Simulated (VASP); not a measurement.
# GeMo with PBE + D3(BJ): from relaxation to properties, part 3 of 5

What structure does GeMo take at this level, and what are its properties? The cell is invented: it takes the structure of a Materials Project entry for TiMo (space group 65 there), with some of its atoms replaced by other elements, volume scaled by an estimate. It may not be a known or stable phase.

VASP 6.6.1; PBE with D3(BJ); plane waves and PAW (Mo_sv, Ge_d); invented cell.

So far. Step 4 (Relaxing cell and atoms (PBE + D3(BJ))): It ends with forces that vanish by symmetry and a pressure of 0.01 GPa. Step 5 (Density, ELF and potential (PBE + D3(BJ))): In this run the pressure is -0.03 GPa, small enough to go on.

## (6) Bands along the symmetry lines (PBE + D3(BJ))

Levels along the symmetry lines show where the bands peak and cross; KPOINTS_OPT computes them in the converged potential.

Input file INCAR:

```
SYSTEM = GeMo
PREC = Accurate
ENCUT = 410
EDIFF = 1E-06
NELM = 100
ISMEAR = 0
SIGMA = 0.05
LREAL = .FALSE.
ALGO = Normal
GGA = PE
IVDW = 12
NBANDS = 26
LORBIT = 11
LWAVE = .FALSE.
LCHARG = .FALSE.
```

Input file POSCAR:

```
GeMo
1.0
    1.6066499670     -2.3489485359      0.0000000000
    1.6066499670      2.3489485359      0.0000000000
    0.0000000000      0.0000000000      4.0392026395
Mo Ge
1 1
Direct
    0.0000000000      0.0000000000      0.0000000000
    0.5000000000      0.5000000000      0.5000000000
```

Input file KPOINTS:

```
Automatic mesh
0
Gamma
10 10 7
0 0 0
```

Input file KPOINTS_OPT:

```
Line mode
16
Line-mode
Reciprocal
  0.00000000   0.00000000   0.00000000 GAMMA
  0.36695951   0.36695951   0.00000000 X

  0.36695951   0.36695951   0.00000000 X
  0.00000000   0.50000000   0.00000000 S

  0.00000000   0.50000000   0.00000000 S
  0.00000000   0.50000000   0.50000000 R

  0.00000000   0.50000000   0.50000000 R
  0.36695951   0.36695951   0.50000000 A

  0.36695951   0.36695951   0.50000000 A
  0.00000000   0.00000000   0.50000000 Z

  0.00000000   0.00000000   0.50000000 Z
  0.00000000   0.00000000   0.00000000 GAMMA

  0.00000000   0.00000000   0.00000000 GAMMA
 -0.50000000   0.50000000   0.00000000 Y

 -0.50000000   0.50000000   0.00000000 Y
 -0.36695951   0.63304049   0.00000000 X1

 -0.36695951   0.63304049   0.00000000 X1
 -0.36695951   0.63304049   0.50000000 A1

 -0.36695951   0.63304049   0.50000000 A1
 -0.50000000   0.50000000   0.50000000 T

 -0.50000000   0.50000000   0.50000000 T
 -0.50000000   0.50000000   0.00000000 Y

  0.00000000   0.00000000   0.50000000 Z
 -0.50000000   0.50000000   0.50000000 T
```

PAW data sets: Mo_sv and Ge_d (PBE family, release 64).

On the command line:

```bash
$ mpirun -np 1 vasp_std
```

Output:

```text
[... set-up lines as in an earlier step ...]
 entering main loop
       N       E                     dE             d eps       ncg     rms          rms(c)
DAV:   1     0.182139390523E+03    0.18214E+03   -0.11741E+04  8416   0.225E+03
DAV:   2    -0.374366207192E+00   -0.18251E+03   -0.17199E+03  6834   0.457E+02
DAV:   3    -0.154427310273E+02   -0.15068E+02   -0.14858E+02  7172   0.876E+01
DAV:   4    -0.156775708293E+02   -0.23484E+00   -0.23467E+00  7344   0.114E+01
DAV:   5    -0.156797700483E+02   -0.21992E-02   -0.21991E-02  7370   0.121E+00    0.148E+01
DAV:   6    -0.151266598779E+02    0.55311E+00   -0.14570E+00  7128   0.802E+00    0.387E+00
DAV:   7    -0.150550563498E+02    0.71604E-01   -0.16213E-01  8692   0.400E+00    0.243E+00
DAV:   8    -0.150357861611E+02    0.19270E-01   -0.32759E-02  7800   0.151E+00    0.318E-01
DAV:   9    -0.150347688873E+02    0.10173E-02   -0.23358E-03  7974   0.567E-01    0.942E-02
DAV:  10    -0.150347815866E+02   -0.12699E-04   -0.12535E-04  7976   0.905E-02    0.396E-02
DAV:  11    -0.150347808026E+02    0.78403E-06   -0.26689E-05  8728   0.734E-02    0.775E-03
DAV:  12    -0.150347810700E+02   -0.26745E-06   -0.15067E-06  5562   0.116E-02
   1 F= -.16184601E+02 E0= -.16183882E+02  d E =-.143795E-02
 Start KPOINTS_OPT (optional k-point list driver)
k-point batch [1-124\192]
       N       E                     dE             ncg
DAV:   1    -0.137585271151E+05   -0.11289E+06     8634
DAV:   2    -0.365960593723E+05   -0.22838E+05     6690
DAV:   3    -0.384407770020E+05   -0.18447E+04     7152
DAV:   4    -0.384697331332E+05   -0.28956E+02     7394
DAV:   5    -0.384700074624E+05   -0.27433E+00     7378
DAV:   6    -0.384700124953E+05   -0.50329E-02     7252
DAV:   7    -0.384700126232E+05   -0.12786E-03     7502
DAV:   8    -0.384700126262E+05   -0.30383E-05     5238
DAV:   9    -0.384700126267E+05   -0.46026E-06     4296
k-point batch [125-192\192]
       N       E                     dE             ncg
DAV:   1     0.268054213946E+05   -0.81984E+05     4688
DAV:   2     0.141569410396E+05   -0.12648E+05     3666
DAV:   3     0.130917362449E+05   -0.10652E+04     3820
DAV:   4     0.130742262919E+05   -0.17510E+02     3988
DAV:   5     0.130740582194E+05   -0.16807E+00     3944
DAV:   6     0.130740551416E+05   -0.30778E-02     3956
DAV:   7     0.130740550650E+05   -0.76578E-04     4086
DAV:   8     0.130740550630E+05   -0.19634E-05     2760
DAV:   9     0.130740550628E+05   -0.27141E-06     2326
```

Wall time 2.2 min (1 MPI rank of AMD EPYC 7R43, shared host); peak memory 0.18 GiB.

Parts of OUTCAR (step 6):

```text
   k-points           NKPTS =    124   k-points in BZ     NKDIM =    124   number of bands    NBANDS=     26

   NELECT =      28.0000    total number of electrons

 E-fermi :  11.2857

 k-point     1 :       0.0000    0.0000    0.0000
  band No.  band energies     occupation
    ...
      9     -13.5722      2.00000
     10      -1.7334      2.00000
     11       6.9930      2.00000
     12       8.8046      2.00000
     13       8.9445      2.00000
     14      11.5204      0.00000
     15      11.7253      0.00000
     16      12.7727      0.00000
     17      16.9461      0.00000
     18      17.1108      0.00000
    ...

 Edisp (eV)   -1.14982

  Total      -0.01503     0.00680    -0.00854    -0.00000     0.00000     0.00000
  in kB      -0.78972     0.35735    -0.44870    -0.00000     0.00000     0.00000
  external pressure =       -0.29 kB  Pullay stress =        0.00 kB

 POSITION                                       TOTAL-FORCE (eV/Angst)
 -----------------------------------------------------------------------------------
      0.00000      0.00000      0.00000         0.000000     -0.000000      0.000000
      1.60665      0.00000      2.01960        -0.000000      0.000000      0.000000
 -----------------------------------------------------------------------------------
    total drift:                                0.000000      0.000000      0.000000

  FREE ENERGIE OF THE ION-ELECTRON SYSTEM (eV)
  ---------------------------------------------------
  free  energy   TOTEN  =       -16.1846008259 eV

  energy  without entropy=      -16.1831628746  energy(sigma->0) =      -16.18388185

[... 8 parts as in an earlier step ...]

[... 8 further parts left out ...]
```

Spin-orbit coupling is off here; it would split degenerate levels.

This step gave:

```yaml
bands: 26
pressure: -0.02937 GPa
```

Electronic bands along the path, in eV, zero at the Fermi level; # counts the bands kept, so #1 is VASP's band 10:

| point | #2 | #3 | #4 | #5 | #6 | #7 | #8 | #9 |
| --- | --- | --- | --- | --- | --- | --- | --- | --- |
| Γ | -4.29 | -2.48 | -2.34 | 0.23 | 0.44 | 1.49 | 5.66 | 5.83 |
| 0.47 of the way | -4.26 | -3.27 | -3.03 | 0.21 | 0.63 | 1.97 | 3.20 | 4.27 |
| X | -4.52 | -4.40 | -3.30 | -2.31 | -0.90 | 1.51 | 3.66 | 5.68 |
| 0.47 of the way | -6.23 | -4.42 | -3.29 | -0.94 | 0.37 | 1.62 | 4.20 | 7.37 |
| S | -7.03 | -4.97 | -3.74 | 0.55 | 1.85 | 3.78 | 4.94 | 5.98 |
| 0.47 of the way | -6.38 | -3.80 | -3.66 | 0.34 | 1.47 | 2.08 | 3.71 | 6.12 |
| R | -5.05 | -3.96 | -2.26 | -0.20 | 0.08 | 2.01 | 2.19 | 5.05 |
| 0.47 of the way | -4.96 | -3.51 | -2.37 | -1.17 | -0.08 | 2.28 | 2.74 | 4.02 |
| A | -5.66 | -4.35 | -2.58 | -0.59 | 0.06 | 2.60 | 2.88 | 4.68 |
| 0.47 of the way | -4.64 | -2.40 | -1.94 | -1.89 | -0.83 | 1.66 | 4.05 | 4.07 |
| Z | -7.29 | -2.27 | -2.09 | -0.73 | 0.32 | 1.20 | 8.20 | 9.24 |
| 0.47 of the way | -5.97 | -2.30 | -2.24 | -0.29 | 0.29 | 1.32 | 7.53 | 7.72 |
| Γ | -4.29 | -2.48 | -2.34 | 0.23 | 0.44 | 1.49 | 5.66 | 5.83 |
| 0.53 of the way | -3.38 | -3.01 | -1.75 | -0.41 | -0.24 | 2.44 | 3.05 | 3.85 |
| Y | -5.06 | -3.28 | -2.95 | -0.98 | 0.82 | 1.77 | 2.78 | 3.37 |
| 0.47 of the way | -4.90 | -3.36 | -2.80 | -1.90 | -0.50 | 2.63 | 3.03 | 3.61 |
| X1 | -4.52 | -4.40 | -3.30 | -2.31 | -0.90 | 1.51 | 3.66 | 5.68 |
| 0.47 of the way | -5.12 | -4.39 | -3.45 | -1.34 | 0.52 | 1.90 | 2.16 | 5.79 |
| A1 | -5.66 | -4.35 | -2.58 | -0.59 | 0.06 | 2.60 | 2.88 | 4.68 |
| 0.47 of the way | -6.38 | -5.16 | -2.88 | -0.10 | 0.66 | 2.63 | 3.62 | 4.77 |
| T | -5.97 | -5.55 | -3.08 | -0.20 | 1.87 | 2.52 | 3.37 | 5.39 |
| 0.47 of the way | -6.16 | -3.91 | -2.46 | -0.80 | -0.12 | 3.37 | 3.51 | 5.06 |
| Y | -5.06 | -3.28 | -2.95 | -0.98 | 0.82 | 1.77 | 2.78 | 3.37 |
| jump to Z | -7.29 | -2.27 | -2.09 | -0.73 | 0.32 | 1.20 | 8.20 | 9.24 |
| 0.47 of the way | -5.81 | -1.92 | -1.26 | -1.14 | -0.41 | -0.38 | 3.41 | 7.12 |
| T | -5.97 | -5.55 | -3.08 | -0.20 | 1.87 | 2.52 | 3.37 | 5.39 |

Of the projections kept (Mo, Ge), the largest for each band there; the rest of the weight can lie on other orbitals:

| point | #2 | #3 | #4 | #5 | #6 | #7 | #8 | #9 |
| --- | --- | --- | --- | --- | --- | --- | --- | --- |
| Γ | Mo 0.94 | Ge 0.77 | Mo 0.99 | Mo 0.97 | Mo 0.94 | Mo 1.00 | Mo 0.75 | Ge 0.93 |
| X | Mo 0.51 | Ge 0.73 | Mo 0.72 | Mo 0.94 | Mo 0.75 | Mo 0.88 | Mo 0.85 | Ge 0.57 |
| S | Ge 0.56 | Mo 0.70 | Mo 0.93 | Mo 0.98 | Mo 0.99 | Mo 0.80 | Mo 0.58 | Ge 0.55 |
| R | Ge 0.87 | Mo 0.97 | Ge 0.66 | Mo 0.92 | Mo 0.93 | Mo 0.98 | Mo 0.76 | Ge 0.97 |
| A | Mo 0.52 | Mo 0.75 | Ge 0.78 | Mo 0.93 | Mo 0.94 | Mo 0.76 | Mo 0.71 | Mo 0.60 |
| Z | Mo 0.64 | Mo 1.00 | Mo 0.91 | Mo 0.83 | Mo 1.00 | Mo 1.00 | Ge 0.97 | Ge 0.92 |

There is no gap at this level.

## (7) Total and projected DOS (PBE + D3(BJ))

A density of states needs more k-points than a total energy; ISMEAR = -5 takes tetrahedra, and LORBIT projects the states on the PAW spheres. The mesh is finer than in the run before.

Edit INCAR of step 6 so:

```diff
@@ -5,3 +5,3 @@
 NELM = 100
-ISMEAR = 0
+ISMEAR = -5
 SIGMA = 0.05
@@ -15 +15,2 @@
 LCHARG = .FALSE.
+NEDOS = 2001
```

POSCAR is that of step 6.

Input file KPOINTS:

```
Automatic mesh
0
Gamma
15 15 10
0 0 0
```

On the command line:

```bash
$ mpirun -np 1 vasp_std
```

Output:

```text
[... set-up lines as in an earlier step ...]
 entering main loop
       N       E                     dE             d eps       ncg     rms          rms(c)
DAV:   1     0.185099207714E+03    0.18510E+03   -0.11707E+04 26212   0.224E+03
DAV:   2    -0.612482205870E-01   -0.18516E+03   -0.17471E+03 20784   0.464E+02
DAV:   3    -0.154330099352E+02   -0.15372E+02   -0.15152E+02 22166   0.884E+01
DAV:   4    -0.156753184447E+02   -0.24231E+00   -0.24218E+00 22986   0.115E+01
DAV:   5    -0.156775026938E+02   -0.21842E-02   -0.21845E-02 22688   0.121E+00    0.148E+01
DAV:   6    -0.151286258597E+02    0.54888E+00   -0.15103E+00 22302   0.806E+00    0.386E+00
DAV:   7    -0.150540332644E+02    0.74593E-01   -0.18384E-01 26954   0.407E+00    0.246E+00
DAV:   8    -0.150341128368E+02    0.19920E-01   -0.32311E-02 24440   0.150E+00    0.330E-01
DAV:   9    -0.150330303636E+02    0.10825E-02   -0.22733E-03 24736   0.560E-01    0.100E-01
DAV:  10    -0.150330393682E+02   -0.90047E-05   -0.10089E-04 22730   0.814E-02    0.458E-02
DAV:  11    -0.150330460034E+02   -0.66351E-05   -0.18283E-05 26438   0.529E-02    0.732E-03
DAV:  12    -0.150330471372E+02   -0.11338E-05   -0.68822E-07 14988   0.683E-03    0.217E-03
DAV:  13    -0.150330471087E+02    0.28525E-07   -0.10120E-07 11262   0.314E-03
   1 F= -.16182867E+02 E0= -.16182867E+02  d E =0.000000E+00
 -----------------------------------------------------------------------------
|                                                                             |
|           W    W    AA    RRRRR   N    N  II  N    N   GGGG   !!!           |
|           W    W   A  A   R    R  NN   N  II  NN   N  G    G  !!!           |
|           W    W  A    A  R    R  N N  N  II  N N  N  G       !!!           |
|           W WW W  AAAAAA  RRRRR   N  N N  II  N  N N  G  GGG   !            |
|           WW  WW  A    A  R   R   N   NN  II  N   NN  G    G                |
|           W    W  A    A  R    R  N    N  II  N    N   GGGG   !!!           |
|                                                                             |
|     Tetrahedron method does not include variations of the Fermi             |
|     occupations, so forces and stress will be inaccurate. We suggest        |
|     using a different smearing scheme ISMEAR = 1 or 2 for metals in         |
|     relaxations.                                                            |
|                                                                             |
 -----------------------------------------------------------------------------
```

Run time: 4.6 min. Hardware: 1 MPI rank; peak memory 0.28 GiB.

From OUTCAR (step 7):

```text
   k-points           NKPTS =    384   k-points in BZ     NKDIM =    384   number of bands    NBANDS=     26

   NELECT =      28.0000    total number of electrons

 E-fermi :  11.2928

 k-point     1 :       0.0000    0.0000    0.0000
  band No.  band energies     occupation
    ...
      9     -13.5773      2.00000
     10      -1.7346      2.00000
     11       6.9958      2.00000
     12       8.8043      2.00000
     13       8.9473      2.00000
     14      11.5232     -0.08665
     15      11.7313      0.00000
     16      12.7780      0.00000
     17      16.9493      0.00000
     18      17.1108      0.00000
    ...

 Edisp (eV)   -1.14982

  Total       0.00392     0.03319    -0.04026     0.00000     0.00000     0.00000
  in kB       0.20590     1.74416    -2.11581     0.00000     0.00000     0.00000
  external pressure =       -0.06 kB  Pullay stress =        0.00 kB

 POSITION                                       TOTAL-FORCE (eV/Angst)
 -----------------------------------------------------------------------------------
      0.00000      0.00000      0.00000        -0.000000      0.000000      0.000000
      1.60665      0.00000      2.01960         0.000000     -0.000000      0.000000
 -----------------------------------------------------------------------------------
    total drift:                                0.000000      0.000000      0.000000

  FREE ENERGIE OF THE ION-ELECTRON SYSTEM (eV)
  ---------------------------------------------------
  free  energy   TOTEN  =       -16.1828668645 eV

  energy  without entropy=      -16.1828668645  energy(sigma->0) =      -16.18286686

[... 6 parts as in an earlier step ...]

[... 10 further parts left out ...]
```

With tetrahedra the forces and stress of a metal are not exact derivatives of the energy.

This step gave:

* SCF cycles: 13
* irreducible k-points: 384
* pressure: -0.005525 GPa
* DOS at the Fermi level: 1.731 states/eV/cell

The density of states has structure finer than the step of the table below, so its rows give means over 0.5 eV, whole bins alone (the curve runs from -12.0 to 7.97 eV). Peaks (eV: height): total -3.63: 2.09, -2.50: 2.06, 0.28: 2.27, 1.70: 2.12; Mo d -2.31: 1.21, 0.28: 1.69, 1.70: 1.38, 2.88: 0.916; Ge p -5.00: 0.376, -4.15: 0.301, -3.63: 0.324, 5.09: 0.300; Ge s -9.38: 0.297, 0.85: 0.0708, 1.74: 0.0809, 2.88: 0.129; Ge d 0.19: 0.0554, 1.74: 0.0445, 2.88: 0.0516, 6.93: 0.119.

States under -12.0 eV and over 8.0 eV are left out. The density of states by energy, zero at the Fermi level; means over each step; values in states/eV/cell:

| energy (eV) | total | Mo d | Ge p | Ge s | Ge d | Mo s |
| --- | --- | --- | --- | --- | --- | --- |
| -11.5 | 0.371 | 0.00748 | 0.00945 | 0.189 | 7.5e-4 | 0.0156 |
| -11.0 | 0.385 | 0.0130 | 0.0143 | 0.193 | 7.9e-4 | 0.0141 |
| -10.5 | 0.402 | 0.0201 | 0.0185 | 0.198 | 0.00110 | 0.0126 |
| -10.0 | 0.432 | 0.0301 | 0.0216 | 0.211 | 0.00178 | 0.0114 |
| -9.5 | 0.519 | 0.0523 | 0.0235 | 0.258 | 0.00349 | 0.00987 |
| -9.0 | 0.513 | 0.0553 | 0.0228 | 0.257 | 0.00411 | 0.00833 |
| -8.5 | 0.417 | 0.0445 | 0.0193 | 0.210 | 0.00355 | 0.00676 |
| -8.0 | 0.324 | 0.0421 | 0.0139 | 0.162 | 0.00297 | 0.00598 |
| -7.5 | 0.173 | 0.0256 | 0.00772 | 0.0862 | 0.00156 | 0.00263 |
| -7.0 | 0.0844 | 0.00914 | 0.0138 | 0.0158 | 3.6e-4 | 0.0125 |
| -6.5 | 0.182 | 0.0192 | 0.0445 | 0.00505 | 8.5e-4 | 0.0313 |
| -6.0 | 0.397 | 0.0630 | 0.0977 | 0.0146 | 0.00290 | 0.0478 |
| -5.5 | 0.766 | 0.160 | 0.188 | 0.0207 | 0.00699 | 0.0693 |
| -5.0 | 1.39 | 0.340 | 0.342 | 0.0300 | 0.0148 | 0.0965 |
| -4.5 | 1.29 | 0.449 | 0.282 | 0.0282 | 0.0126 | 0.0629 |
| -4.0 | 1.29 | 0.527 | 0.247 | 0.0307 | 0.0145 | 0.0328 |
| -3.5 | 1.72 | 0.831 | 0.252 | 0.0308 | 0.0249 | 0.0268 |
| -3.0 | 1.84 | 0.936 | 0.257 | 0.0287 | 0.0365 | 0.0170 |
| -2.5 | 1.95 | 1.10 | 0.223 | 0.0285 | 0.0362 | 0.0148 |
| -2.0 | 1.15 | 0.741 | 0.0880 | 0.0186 | 0.0225 | 0.00892 |
| -1.5 | 0.986 | 0.589 | 0.0611 | 0.0161 | 0.0326 | 0.0140 |
| -1.0 | 1.01 | 0.652 | 0.0691 | 0.0128 | 0.0306 | 0.0126 |
| -0.5 | 1.19 | 0.823 | 0.0677 | 0.0214 | 0.0329 | 0.0152 |
| 0.0 | 1.80 | 1.31 | 0.0804 | 0.0361 | 0.0484 | 0.0234 |
| 0.5 | 2.01 | 1.46 | 0.0947 | 0.0549 | 0.0468 | 0.0248 |
| 1.0 | 1.49 | 1.10 | 0.0685 | 0.0501 | 0.0272 | 0.0205 |
| 1.5 | 1.53 | 1.05 | 0.130 | 0.0425 | 0.0272 | 0.0200 |
| 2.0 | 1.43 | 0.869 | 0.175 | 0.0598 | 0.0301 | 0.0320 |
| 2.5 | 1.22 | 0.671 | 0.179 | 0.0695 | 0.0308 | 0.0288 |
| 3.0 | 1.61 | 0.786 | 0.262 | 0.109 | 0.0460 | 0.0553 |
| 3.5 | 0.876 | 0.366 | 0.170 | 0.0603 | 0.0288 | 0.0331 |
| 4.0 | 0.758 | 0.272 | 0.180 | 0.0412 | 0.0293 | 0.0301 |
| 4.5 | 0.922 | 0.312 | 0.239 | 0.0312 | 0.0398 | 0.0372 |
| 5.0 | 0.919 | 0.263 | 0.281 | 0.0219 | 0.0415 | 0.0383 |
| 5.5 | 0.856 | 0.201 | 0.291 | 0.0200 | 0.0418 | 0.0452 |
| 6.0 | 0.832 | 0.160 | 0.268 | 0.0222 | 0.0489 | 0.0653 |
| 6.5 | 0.771 | 0.160 | 0.188 | 0.0202 | 0.0532 | 0.0933 |
| 7.0 | 1.14 | 0.276 | 0.210 | 0.0243 | 0.0988 | 0.143 |
| 7.5 | 0.928 | 0.202 | 0.165 | 0.0220 | 0.0917 | 0.0868 |

The finer mesh and the other smearing move the Fermi level by +0.01 eV from the 10×10×7 run, a small shift, which tests the Fermi level alone. Of the states within 0.3 eV of the Fermi level, the largest shares in the PAW spheres are Mo d 73 %. The rest lies in smaller channels or between the spheres.

## (8) Core levels (PBE + D3(BJ))

ICORELEVEL = 1 prints the core eigenvalues in the potential of the ground state.

Input file INCAR:

```
SYSTEM = GeMo
PREC = Accurate
ENCUT = 410
EDIFF = 1E-06
NELM = 100
ISMEAR = 0
SIGMA = 0.05
LREAL = .FALSE.
ALGO = Normal
GGA = PE
IVDW = 12
NBANDS = 20
LORBIT = 11
LWAVE = .FALSE.
LCHARG = .FALSE.
ICORELEVEL = 1
```

POSCAR is that of step 7.

Input file KPOINTS:

```
Automatic mesh
0
Gamma
10 10 7
0 0 0
```

On the command line:

```bash
$ mpirun -np 1 vasp_std
```

Output:

```text
[... set-up lines as in an earlier step ...]
 entering main loop
       N       E                     dE             d eps       ncg     rms          rms(c)
[... 12 cycles as in an earlier step ...]
   1 F= -.16184601E+02 E0= -.16183882E+02  d E =-.143799E-02
```

Elapsed: 55 s, on 1 MPI rank; peak memory 0.14 GiB.

OUTCAR, selected parts (step 8):

```text
   NELECT =      28.0000    total number of electrons

 the core state eigenenergies are
   1-  1s -19804.7367  2s  -2784.8348  2p  -2487.8409  3s   -462.0903  3p   -364.7973
       3d   -206.6111
   2-  1s -10943.9134  2s  -1355.7289  2p  -1182.5894  3s   -152.7316  3p    -99.8642

 E-fermi :  11.2857

 Edisp (eV)   -1.14982

[... 19 parts as in an earlier step ...]

[... 2 further parts left out ...]
```

These are scalar-relativistic Kohn-Sham levels of the ground state, with no core hole, so they are not binding energies.

This step gave:

| Property | Result |
| --- | --- |
| SCF cycles | 12 |
| bands | 20 |
| irreducible k-points | 124 |
| pressure | -0.02516 GPa |

Kohn-Sham core levels. Core levels, by row:

| atom | shell | level below the Fermi level (eV) |
| --- | --- | --- |
| Mo1 | 1s | 19816 |
| Mo1 | 2s | 2796 |
| Mo1 | 2p | 2499 |
| Mo1 | 3s | 473.4 |
| Mo1 | 3p | 376.1 |
| Mo1 | 3d | 217.9 |
| Ge2 | 1s | 10955 |
| Ge2 | 2s | 1367 |
| Ge2 | 2p | 1194 |
| Ge2 | 3s | 164 |
| Ge2 | 3p | 111.2 |

(Part 3 of 5 ends here.)

[Lines on the potential files, build, host, timing and source positions are cut from VASP's logs without a mark.]

[Logs are printed without paths, hosts, clocks, repeated set-up lines and the standing remarks that a program may print on its own settings, such as how far it seeks lower states.]

[Hosts, paths, dates, database ids (printed as entryN), source tags and the programs' standing remarks are cut or masked in the printed files.]

[A measured line is paired with the nearest computed mode of its activity, which favours agreement.]
